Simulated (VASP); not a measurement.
# Ca2Ru2O7: structure and properties in VASP

Aim: relax Ca2Ru2O7, then compute properties on the relaxed cell. The steps: full relaxation (r2SCAN), second relaxation, density, ELF and potential (r2SCAN), bands along the symmetry lines (r2SCAN), density of states (r2SCAN), independent-particle dielectric function (r2SCAN), volume scan with r2SCAN and fit for r2SCAN. Left out of this account: 1 further run (relaxation: a spoilt try). The start is a computed cell from the Materials Project.

Method: r2SCAN, no spin polarisation; plane waves and PAW (Ca_sv, Ru_pv, O), in VASP 6.6.1.

This is a report of a sequence of runs, with most program output left out.

### 1. The structure

Before any relaxation, the start is as follows. The structure is cubic, space group Fd-3m (No. 227). The conventional cell has a = 10.238 Å, b = 10.238 Å, c = 10.238 Å, α = 90.00°, β = 90.00°, γ = 90.00°. Nearest to Ca lie 8 O at 2.22 to 2.58 Å. Nearest to Ru lie 6 O at 1.95 Å. Nearest to O lie 2 Ru at 1.95 Å and 2 Ca at 2.58 Å. Nearest to O lie 4 Ca at 2.22 Å. Farther neighbours and most contacts between anions are not listed.

### 2. Full relaxation (r2SCAN)

Properties are meant for the cell that this level of theory prefers, so cell and atoms are relaxed first (ISIF = 3) until forces and stress are small; EDIFFG sets the threshold. r2SCAN adds the kinetic-energy density, costs more than a GGA and is run with LASPH.

The input, INCAR:

```
SYSTEM = Ca2Ru2O7
PREC = Accurate
ENCUT = 520
EDIFF = 1E-06
NELM = 100
ISMEAR = 0
SIGMA = 0.05
LREAL = Auto
ALGO = Normal
METAGGA = R2SCAN
LASPH = .TRUE.
NBANDS = 112
LORBIT = 11
LWAVE = .FALSE.
LCHARG = .FALSE.
KPAR = 8
IBRION = 2
NSW = 60
ISIF = 3
EDIFFG = -0.01
```

The input, POSCAR:

```
Ca2Ru2O7
1.0
    0.0000000000      5.1188599200      5.1188599200
    5.1188599200      0.0000000000      5.1188599200
    5.1188599200      5.1188599200      0.0000000000
Ca Ru O
4 4 14
Direct
    0.1250000000      0.6250000000      0.1250000000
    0.1250000000      0.1250000000      0.6250000000
    0.6250000000      0.1250000000      0.1250000000
    0.1250000000      0.1250000000      0.1250000000
    0.1250000000      0.6250000000      0.6250000000
    0.6250000000      0.1250000000      0.6250000000
    0.6250000000      0.6250000000      0.1250000000
    0.6250000000      0.6250000000      0.6250000000
    0.6954802300      0.6954802300      0.3045197700
    0.6954802300      0.3045197700      0.6954802300
    0.9454802300      0.5545197700      0.5545197700
    0.6954802300      0.3045197700      0.3045197700
    0.5545197700      0.9454802300      0.9454802300
    0.3045197700      0.3045197700      0.6954802300
    0.9454802300      0.9454802300      0.5545197700
    0.0000000000      0.0000000000      0.0000000000
    0.5545197700      0.5545197700      0.9454802300
    0.9454802300      0.5545197700      0.9454802300
    0.5545197700      0.9454802300      0.5545197700
    0.2500000000      0.2500000000      0.2500000000
    0.3045197700      0.6954802300      0.3045197700
    0.3045197700      0.6954802300      0.6954802300
```

The input, KPOINTS:

```
Automatic mesh
0
Gamma
4 4 4
0 0 0
```

Potentials, in the order of the species: Ca_sv, Ru_pv and O (PBE family, release 64).

Command:

```sh
$ mpirun -np 8 vasp_std
```

The job ended after 8.6 min (8 MPI ranks of Intel Xeon 6975P-C (Granite Rapids), shared host; peak memory 4.4 GiB).

This run has no spin polarisation, although Ru can carry a moment. The k-mesh is coarse for a metal. The PAW data sets were made with PBE, which is usual practice but a small mismatch for other functionals. The run keeps the 48 symmetry operations of its start, so it cannot find a distortion of lower symmetry.

Relaxation path:

```csv
step,energy less that of the first step (eV),largest force (eV/Å),pressure (GPa),volume (Å³)
1,0.0000,0.5409,-4.45,268.26
2,0.0048,0.1590,6.59,255.32
3,-0.1355,0.2046,0.76,261.73
4,-0.1570,0.0786,0.27,262.98
5,-0.1608,0.0065,-0.01,263.72
```

```csv
"conventional cell, symmetrised",before,after,change
a (Å),10.238,10.180,-0.6 %
b (Å),10.238,10.180,-0.6 %
c (Å),10.238,10.180,-0.6 %
volume (Å³/atom),12.19,11.99,-1.7 %
```

The atoms that moved most (Å, as changes of fractional coordinates times the final cell):

```csv
atom,dx,dy,dz,length
O13,-0.029,0.000,0.000,0.029
O11,0.029,0.000,0.000,0.029
O10,0.000,-0.029,0.000,0.029
O15,0.000,0.000,-0.029,0.029
O9,0.000,0.000,-0.029,0.029
O19,0.000,0.029,0.000,0.029
O18,0.000,-0.029,0.000,0.029
O17,0.000,0.000,0.029,0.029
```

Final coordinates:

```
Ca Ru O
1.0
     0.00000    5.08984    5.08984
     5.08984    0.00000    5.08984
     5.08984    5.08984    0.00000
Ca Ru O
4 4 14
Direct
  0.12500 0.62500 0.12500
  0.12500 0.12500 0.62500
  0.62500 0.12500 0.12500
  0.12500 0.12500 0.12500
  0.12500 0.62500 0.62500
  0.62500 0.12500 0.62500
  0.62500 0.62500 0.12500
  0.62500 0.62500 0.62500
  0.69262 0.69262 0.30738
  0.69262 0.30738 0.69262
  0.94262 0.55738 0.55738
  0.69262 0.30738 0.30738
  0.55738 0.94262 0.94262
  0.30738 0.30738 0.69262
  0.94262 0.94262 0.55738
  0.00000 0.00000 0.00000
  0.55738 0.55738 0.94262
  0.94262 0.55738 0.94262
  0.55738 0.94262 0.55738
  0.25000 0.25000 0.25000
  0.30738 0.69262 0.30738
  0.30738 0.69262 0.69262
```

This step gave:

| Item | Value |
| --- | --- |
| electrons | 180 |
| bands | 112 |
| irreducible k-points | 8 |
| symmetry operations | 48 |
| free energy (TOTEN) | -255.7520 eV |
| energy at zero smearing | -255.7419 eV |
| Fermi energy | 4.119 eV |
| pressure | -0.006658 GPa |
| metallic | yes |
| SCF cycles over all ionic steps | 62 |

It ends with a largest force of 0.006 eV/Å and a pressure of -0.01 GPa.

### 3. Second relaxation

The basis stayed that of the start cell while the cell moved. A rerun from the cell reached resets it; the error of the finite cutoff stays.

INCAR is that of step 2.

The input, POSCAR:

```
Ca2Ru2O7
1.0
    0.0000000000      5.0898448751      5.0898448751
    5.0898448751      0.0000000000      5.0898448751
    5.0898448751      5.0898448751      0.0000000000
Ca Ru O
4 4 14
Direct
    0.1250000000      0.6250000000      0.1250000000
    0.1250000000      0.1250000000      0.6250000000
    0.6250000000      0.1250000000      0.1250000000
    0.1250000000      0.1250000000      0.1250000000
    0.1250000000      0.6250000000      0.6250000000
    0.6250000000      0.1250000000      0.6250000000
    0.6250000000      0.6250000000      0.1250000000
    0.6250000000      0.6250000000      0.6250000000
    0.6926245269      0.6926245269      0.3073754731
    0.6926245269      0.3073754731      0.6926245269
    0.9426245269      0.5573754731      0.5573754731
    0.6926245269      0.3073754731      0.3073754731
    0.5573754731      0.9426245269      0.9426245269
    0.3073754731      0.3073754731      0.6926245269
    0.9426245269      0.9426245269      0.5573754731
    0.0000000000      0.0000000000      0.0000000000
    0.5573754731      0.5573754731      0.9426245269
    0.9426245269      0.5573754731      0.9426245269
    0.5573754731      0.9426245269      0.5573754731
    0.2500000000      0.2500000000      0.2500000000
    0.3073754731      0.6926245269      0.3073754731
    0.3073754731      0.6926245269      0.6926245269
```

KPOINTS is that of step 2.

Command:

```sh
$ mpirun -np 8 vasp_std
```

Elapsed: 2 min, on 8 MPI ranks; peak memory 4.1 GiB.

Little changed from the start: no atom moved by 0.005 Å and no cell edge by 0.1 %.

This step gave:

- free energy (TOTEN): -255.7448 eV
- energy at zero smearing: -255.7347 eV
- pressure: -0.009217 GPa
- SCF cycles over all ionic steps: 16

It ends with a largest force of 0.006 eV/Å and a pressure of -0.01 GPa. The volume moved by under 0.01 %: the run met its threshold at the first step.

### 4. Density, ELF and potential (r2SCAN)

The relaxed cell gets a fresh self-consistent run, on a basis set for its own volume, to fix the density and to check the remaining stress.

INCAR: that of step 3 with these lines changed.

```diff
@@ -14,7 +14,5 @@
 LWAVE = .FALSE.
-LCHARG = .FALSE.
-KPAR = 8
-IBRION = 2
-NSW = 60
-ISIF = 3
-EDIFFG = -0.01
+LCHARG = .TRUE.
+ISIF = 2
+LELF = .TRUE.
+LVHAR = .TRUE.
```

POSCAR is that of step 3.

KPOINTS is that of step 3.

Command:

```sh
$ mpirun -np 8 vasp_std
```

The job ended after 2.2 min (8 MPI ranks; peak memory 1.6 GiB; 18 min of CPU time).

This step gave:

```yaml
scf_cycles: 16
```

Valence electrons inside each PAW sphere by angular momentum. Sphere charges, by row:

```csv
atom,s (e),p (e),d (e),tot (e)
Ca1,2.027,5.875,0.263,8.164
Ca2,2.027,5.875,0.263,8.164
Ca3,2.027,5.875,0.263,8.164
Ca4,2.027,5.875,0.263,8.164
Ru5,0.396,6.435,5.628,12.46
Ru6,0.396,6.435,5.628,12.46
Ru7,0.396,6.435,5.628,12.46
Ru8,0.396,6.435,5.628,12.46
O9,1.576,3.46,0,5.037
O10,1.576,3.46,0,5.037
O11,1.576,3.46,0,5.037
O12,1.576,3.46,0,5.037
O13,1.576,3.46,0,5.037
O14,1.576,3.46,0,5.037
O15,1.576,3.46,0,5.037
O16,1.567,3.5,0,5.067
O17,1.576,3.46,0,5.037
O18,1.576,3.46,0,5.037
O19,1.576,3.46,0,5.037
O20,1.567,3.5,0,5.067
O21,1.576,3.46,0,5.037
O22,1.576,3.46,0,5.037
```

ELF in the ac plane at fractional y = 0.125, with atoms of Ca and Ru within 0.2 Å of it. It is the smooth field of the valence electrons, not physical close to the nuclei.

Values, 11 rows by 16 columns, each cell a mean:
```
0.74 0.39 0.14 0.19 0.10 0.03 0.13 0.31 0.23 0.07 0.11 0.19 0.09 0.20 0.67 0.80
0.42 0.34 0.13 0.05 0.14 0.15 0.09 0.16 0.21 0.13 0.08 0.14 0.14 0.07 0.22 0.39
0.43 0.45 0.31 0.09 0.17 0.31 0.21 0.16 0.29 0.31 0.23 0.21 0.32 0.21 0.04 0.15
0.73 0.62 0.62 0.62 0.15 0.09 0.13 0.16 0.41 0.24 0.24 0.34 0.18 0.13 0.05 0.21
0.40 0.67 0.59 0.71 0.51 0.04 0.10 0.17 0.26 0.33 0.20 0.40 0.27 0.14 0.13 0.07
0.08 0.18 0.37 0.43 0.27 0.04 0.11 0.30 0.27 0.19 0.26 0.30 0.20 0.16 0.29 0.27
0.07 0.07 0.27 0.44 0.45 0.35 0.12 0.09 0.15 0.10 0.09 0.19 0.21 0.11 0.10 0.15
0.21 0.19 0.22 0.60 0.80 0.77 0.43 0.07 0.19 0.20 0.08 0.13 0.30 0.22 0.05 0.06
0.73 0.71 0.57 0.31 0.47 0.70 0.47 0.17 0.66 0.71 0.65 0.33 0.07 0.07 0.04 0.24
0.56 0.61 0.52 0.67 0.31 0.19 0.21 0.09 0.58 0.61 0.53 0.68 0.27 0.14 0.27 0.17
0.32 0.43 0.66 0.75 0.52 0.05 0.06 0.08 0.14 0.51 0.70 0.71 0.38 0.25 0.69 0.64
```
Columns run along a (7.2 Å), rows up along c (7.2 Å). Atoms in or near the plane, at fractional coordinates: Ca at (0.12, 0.63), Ca at (0.62, 0.13), Ca at (0.13, 0.13), Ru at (0.62, 0.63).

Electrostatic potential energy in the ac plane at fractional y = 0.125, with atoms of Ca and Ru within 0.2 Å of it. With pseudopotentials it is smooth inside the atoms' cores, unlike the true potential.

Ten even steps from '_' (-47 eV) to '@' (4 eV), each cell a mean:
```
@@@@@@%%%%%%@@@@@@@@@@@@%%%%%%%%@@@@@@@@
@@@@@@@@@@@@@@@@@@@@@@@@@@@@@@@@@@@@@@@@
@@@@@@@@@@@@@@@@@@@@@@@@@@@@@@@@@@@@@@@@
@@@@@@@@@@@@@@@@@@@@%%%%@@@@@@@@@@@@@@@@
######%%@@@@@@@@@@##==--++##@@@@@@@@@@%%
**====**%%@@@@@@@@**..____::**@@@@@@@@%%
++--::--**%%@@@@@@##..______::##@@@@@@%%
**==::::==##@@@@@@%%--________++@@@@@@%%
%%**==--==**%%@@@@@@##::______--%%@@@@@@
@@%%******##%%@@@@@@@@##--....==%%@@@@@@
@@@@@@%%%%%%@@@@@@@@@@@@%%##**##@@@@@@@@
@@@@@@@@@@@@@@@@@@@@@@@@@@@@@@@@@@@@@@@@
@@@@@@@@@@@@@@@@@@@@@@@@@@@@@@@@@@@@@@@@
%%%%@@@@@@@@@@@@@@@@%%%%@@@@@@@@@@@@@@@@
##**##%%@@@@@@@@@@%%##**##%%@@@@@@@@@@%%
++====**%%@@@@@@@@%%**====**%%@@@@@@@@%%
++--::--**%%@@@@@@%%**--::--**%%@@@@@@%%
##==::::==##@@@@@@@@**==::::==##@@@@@@@@
%%**==--==**%%@@@@@@%%**==--==##@@@@@@@@
@@%%##++++##%%@@@@@@@@%%**++**##@@@@@@@@
```
Columns run along a (7.2 Å; values clipped at the 3rd and 97th percentile), rows up along c (7.2 Å). Atoms in or near the plane, at fractional coordinates: Ca at (0.12, 0.63), Ca at (0.62, 0.13), Ca at (0.13, 0.13), Ru at (0.62, 0.63).

Valence density in the ac plane at fractional y = 0.125, with atoms of Ca and Ru within 0.2 Å of it. It is the smooth field of the valence electrons, not physical close to the nuclei.

Ten even steps from '0' (0.1 e/Å³) to '9' (7.3 e/Å³), each cell a mean:
```
00000000000000000001
00000000000000000000
00000000000000000000
00000000000000000000
01000000001110000000
24310000002552000000
25751000003897200000
14773000001699510000
01454100000268510000
00122000000013210000
00000000000000000000
00000000000000000000
00000000000000000000
00000110000000000000
01000010000100000000
24310000002431000000
25751000002575100000
14773000001477300000
01454100000145410000
00122000000012200000
```
Columns run along a (7.2 Å), rows up along c (7.2 Å). Atoms in or near the plane, at fractional coordinates: Ca at (0.12, 0.63), Ca at (0.62, 0.13), Ca at (0.13, 0.13), Ru at (0.62, 0.63).

In this run the pressure is -0.01 GPa, small enough to go on.

### 5. Bands along the symmetry lines (r2SCAN)

Levels along the symmetry lines show where the bands peak and cross; KPOINTS_OPT computes them in the converged potential.

The input, INCAR:

```
SYSTEM = Ca2Ru2O7
PREC = Accurate
ENCUT = 520
EDIFF = 1E-06
NELM = 100
ISMEAR = 0
SIGMA = 0.05
LREAL = Auto
ALGO = Normal
METAGGA = R2SCAN
LASPH = .TRUE.
NBANDS = 138
LORBIT = 11
LWAVE = .FALSE.
LCHARG = .FALSE.
KPAR = 8
```

POSCAR is that of step 4.

KPOINTS is that of step 4.

The input, KPOINTS_OPT:

```
Line mode
12
Line-mode
Reciprocal
  0.00000000   0.00000000   0.00000000 GAMMA
  0.50000000   0.00000000   0.50000000 X

  0.50000000   0.00000000   0.50000000 X
  0.50000000   0.25000000   0.75000000 W

  0.50000000   0.25000000   0.75000000 W
  0.37500000   0.37500000   0.75000000 K

  0.37500000   0.37500000   0.75000000 K
  0.00000000   0.00000000   0.00000000 GAMMA

  0.00000000   0.00000000   0.00000000 GAMMA
  0.50000000   0.50000000   0.50000000 L

  0.50000000   0.50000000   0.50000000 L
  0.62500000   0.25000000   0.62500000 U

  0.62500000   0.25000000   0.62500000 U
  0.50000000   0.25000000   0.75000000 W

  0.50000000   0.25000000   0.75000000 W
  0.50000000   0.50000000   0.50000000 L

  0.50000000   0.50000000   0.50000000 L
  0.37500000   0.37500000   0.75000000 K

  0.62500000   0.25000000   0.62500000 U
  0.50000000   0.00000000   0.50000000 X
```

Command:

```sh
$ mpirun -np 8 vasp_std
```

Elapsed: 22 min, on 8 MPI ranks; peak memory 5.9 GiB.

Spin-orbit coupling is off here; it would split degenerate levels.

Numbers from this step:

```
bands    : 138
pressure : -0.005282 GPa
```

Electronic bands along the path, in eV, zero at the Fermi level; # counts the bands kept:

```csv
point,#45,#46,#47,#48,#49,#50,#51,#52
Γ,-0.33,-0.33,-0.33,-0.09,-0.09,-0.09,0.43,0.93
0.45 of the way,-0.51,-0.41,-0.41,-0.24,-0.07,-0.07,0.42,0.73
X,-0.31,-0.31,-0.11,-0.11,0.09,0.09,0.10,0.10
0.45 of the way,-0.39,-0.39,-0.02,-0.02,0.07,0.07,0.29,0.29
W,-0.48,-0.48,0.05,0.05,0.12,0.12,0.49,0.49
0.55 of the way,-0.42,-0.39,-0.15,0.00,0.19,0.22,0.41,0.46
K,-0.32,-0.32,-0.29,-0.07,0.24,0.29,0.31,0.44
0.45 of the way,-0.45,-0.42,-0.31,-0.28,0.05,0.07,0.41,0.67
Γ,-0.33,-0.33,-0.33,-0.09,-0.09,-0.09,0.43,0.93
0.45 of the way,-0.51,-0.35,-0.35,-0.24,-0.05,-0.05,0.44,0.82
L,-0.48,-0.19,-0.19,0.01,0.01,0.07,0.22,0.64
0.55 of the way,-0.50,-0.46,-0.27,-0.01,0.20,0.28,0.30,0.59
U,-0.32,-0.32,-0.29,-0.07,0.24,0.29,0.31,0.44
0.55 of the way,-0.44,-0.41,-0.12,0.02,0.17,0.20,0.43,0.47
W,-0.48,-0.48,0.05,0.05,0.12,0.12,0.49,0.49
0.45 of the way,-0.45,-0.41,-0.38,0.10,0.11,0.31,0.36,0.54
L,-0.48,-0.19,-0.19,0.01,0.01,0.07,0.22,0.64
0.45 of the way,-0.54,-0.40,-0.26,0.01,0.18,0.23,0.29,0.60
K,-0.32,-0.32,-0.29,-0.07,0.24,0.29,0.31,0.44
jump to U,-0.32,-0.32,-0.29,-0.07,0.24,0.29,0.31,0.44
0.45 of the way,-0.37,-0.28,-0.14,-0.09,0.11,0.17,0.18,0.27
X,-0.31,-0.31,-0.11,-0.11,0.09,0.09,0.10,0.10
```

Of the projections kept (Ca, Ru, O), the largest for each band there; the rest of the weight can lie on other orbitals:

```csv
point,#45,#46,#47,#48,#49,#50,#51,#52
Γ,O 0.94,O 0.94,O 0.94,Ru 0.54,Ru 0.54,Ru 0.54,Ru 0.70,Ru 0.70
X,Ru 0.61,Ru 0.61,Ru 0.74,Ru 0.74,Ru 0.69,Ru 0.69,Ru 0.72,Ru 0.72
W,Ru 0.66,Ru 0.66,Ru 0.67,Ru 0.67,Ru 0.65,Ru 0.65,Ru 0.66,Ru 0.66
K,Ru 0.61,Ru 0.50,Ru 0.73,Ru 0.67,Ru 0.65,Ru 0.67,Ru 0.68,Ru 0.69
Γ,O 0.94,O 0.94,O 0.94,Ru 0.54,Ru 0.54,Ru 0.54,Ru 0.70,Ru 0.70
L,Ru 0.62,O 0.54,O 0.54,Ru 0.69,Ru 0.69,Ru 0.67,Ru 0.70,Ru 0.66
```

There is no gap at this level.

### 6. Density of states (r2SCAN)

Here the states are counted by energy and projected on the atoms. The mesh is finer than in the run before.

INCAR: that of step 5 with these lines changed.

```diff
@@ -5,3 +5,3 @@
 NELM = 100
-ISMEAR = 0
+ISMEAR = -5
 SIGMA = 0.05
@@ -16 +16,2 @@
 KPAR = 8
+NEDOS = 2001
```

POSCAR is that of step 5.

The input, KPOINTS:

```
Automatic mesh
0
Gamma
6 6 6
0 0 0
```

Command:

```sh
$ mpirun -np 8 vasp_std
```

It took 5.7 min on 8 MPI ranks; peak memory 5.1 GiB; 38 min of CPU time.

The DOS at the Fermi level is high for the number of transition-metal atoms. It is one value on this mesh and may be a narrow spike; if it stands, a magnetic instability is possible, which a run without spin can't show. With tetrahedra the forces and stress of a metal are not exact derivatives of the energy.

This step gave:

```
SCF cycles             : 18
irreducible k-points   : 16
free energy (TOTEN)    : -255.7569 eV
Fermi energy           : 4.106 eV
pressure               : 0.02596 GPa
DOS at the Fermi level : 17.58 states/eV/cell
```

The density of states has structure finer than the step of the table below, so its rows give means over 0.5 eV, whole bins alone (the curve runs from -12.0 to 3.62 eV). Peaks (eV: height): total -2.66: 30.0, -2.27: 24.6, -1.48: 30.0, -0.70: 26.8; O p -2.66: 19.9, -2.27: 17.4, -1.48: 17.3, -0.70: 12.0; Ru d -0.50: 11.5, 0.09: 9.44, 0.38: 8.56, 0.87: 9.98; Ca d -1.48: 2.10, -0.70: 0.477; Ru s -7.56: 0.564, -7.07: 0.561, -6.39: 0.530, -5.31: 0.652.

States under -12.0 eV and over 3.6 eV are left out. The density of states by energy, zero at the Fermi level; means over each step; values in states/eV/cell:

```csv
energy (eV),total,O p,Ru d,Ca d,Ru s
-8.5,0,0,0,0,0
-8.0,1.73,0.735,0.842,5.9e-4,0.0248
-7.5,10.7,4.66,4.47,0.0104,0.393
-7.0,8.27,3.63,2.77,0.0156,0.334
-6.5,14.4,5.89,4.24,0.0311,0.301
-6.0,9.51,4.01,2.70,0.0312,0.177
-5.5,10.9,4.91,2.72,0.0399,0.268
-5.0,11.0,5.39,2.16,0.0395,0.384
-4.5,14.2,6.71,3.38,0.0453,0.149
-4.0,13.0,6.64,2.69,0.0450,0.141
-3.5,5.08,2.70,0.906,0.0325,0.0778
-3.0,14.7,9.40,0.727,0.132,0.0757
-2.5,22.3,15.2,0.810,0.198,0.0700
-2.0,8.61,6.11,0.250,0.0630,0.0142
-1.5,9.95,5.68,0.374,0.704,0.00532
-1.0,8.77,4.06,2.05,0.264,0.00902
-0.5,23.5,9.33,9.07,0.259,0.0369
0.0,13.2,4.21,7.00,0.0863,0.0176
0.5,9.88,2.71,5.83,0.0449,0.0575
1.0,6.83,1.83,4.14,0.0388,0.0116
1.5,0,0,0,0,0
2.0,0,0,0,0,0
2.5,0.179,0.0345,0.115,0.00277,9.5e-5
3.0,6.04,1.28,3.79,0.0459,0.0307
```

The finer mesh and the other smearing move the Fermi level by -0.01 eV from the 4×4×4 run, a small shift, which tests the Fermi level alone. Of the states within 0.3 eV of the Fermi level, the largest shares in the PAW spheres are Ru d 54 % and O p 31 %. The rest lies in smaller channels or between the spheres.

[end of part 1 of 2]

[Lines on the potential files, build, host, timing and source positions are cut from VASP's logs without a mark.]

[Logs are printed without paths, hosts, clocks, repeated set-up lines and the standing remarks that a program may print on its own settings, such as how far it seeks lower states.]

[Hosts, paths, dates, database ids (printed as entryN), source tags and the programs' standing remarks are cut or masked in the printed files.]

[A measured line is paired with the nearest computed mode of its activity, which favours agreement.]
